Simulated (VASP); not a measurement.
**BaZrP: single point with PBE**

Crystal: BaZrP.

```
Ba Zr P
1.0
     3.90012    0.00000    0.00000
     0.00000    3.90012    0.00000
     0.00000    0.00000    5.01676
Ba Zr P
1 1 1
Cartesian
  1.9501 1.9501 0.0000
  0.0000 0.0000 0.0000
  0.0000 0.0000 2.5084
```

The cell was built by a generator and needn't be a form met in nature.

The cell isn't the ideal one: random cell by space group and Wyckoff sites (P4/mmm, No. 123).

```json
{"Program": "VASP 6.6.1", "Task": "single point", "Functional": "PBE", "Potentials or basis": "VASP PAW PBE potentials, release 64 (Ba_sv, Zr_sv, P)", "Cutoff": "520 eV", "k mesh": "4 × 4 × 4", "Occupations": "gaussian, width 0.1 eV", "Spin": "no spin polarisation"}
```

| Item | Value |
| --- | --- |
| Pressure | 13.4 GPa |
| Band gap on the k mesh | none (metal or under the smearing width) |

Stress tensor (GPa, compression positive):
```
22.03  0.00  0.00
 0.00 22.03  0.00
 0.00  0.00 -3.83
```

Levels at points of the mesh, in eV from the Fermi level:
| k point | band 10 | band 11 | band 12 | band 13 | band 14 | band 15 | band 16 | band 17 | band 18 | band 19 |
| --- | --- | --- | --- | --- | --- | --- | --- | --- | --- | --- |
| (0.00, 0.00, 0.00) | -3.88 | -1.78 | -1.49 | -1.15 | -0.03 | -0.03 | -0.01 | -0.01 | 2.17 | 4.00 |
| (0.50, 0.00, 0.00) | -3.08 | -1.68 | 0.07 | 0.19 | 0.51 | 0.79 | 0.86 | 3.05 | 3.18 | 3.61 |
| (0.50, 0.50, 0.00) | -1.95 | -1.95 | -1.86 | -1.86 | -0.66 | -0.58 | 0.39 | 1.88 | 2.14 | 4.41 |
| (0.00, 0.00, 0.50) | -4.13 | -3.81 | -1.81 | -1.81 | -1.76 | -1.42 | 3.44 | 3.44 | 4.79 | 4.84 |
| (0.50, 0.00, 0.50) | -3.61 | -2.88 | -1.13 | 0.11 | 0.58 | 1.72 | 2.65 | 3.20 | 3.44 | 3.53 |
| (0.50, 0.50, 0.50) | -3.85 | -3.85 | -3.46 | -0.65 | 0.42 | 2.16 | 2.29 | 2.29 | 4.50 | 4.54 |

It took 15 s on 1 thread of Intel(R) Xeon(R) 6975P-C (Granite Rapids) (shared host), peak memory 0.19 GiB.

Caveat: the k mesh is coarse (spacing up to 0.40 Å⁻¹), so the values aren't converged. The run has no spin-orbit coupling, so splittings on Ba are missing.
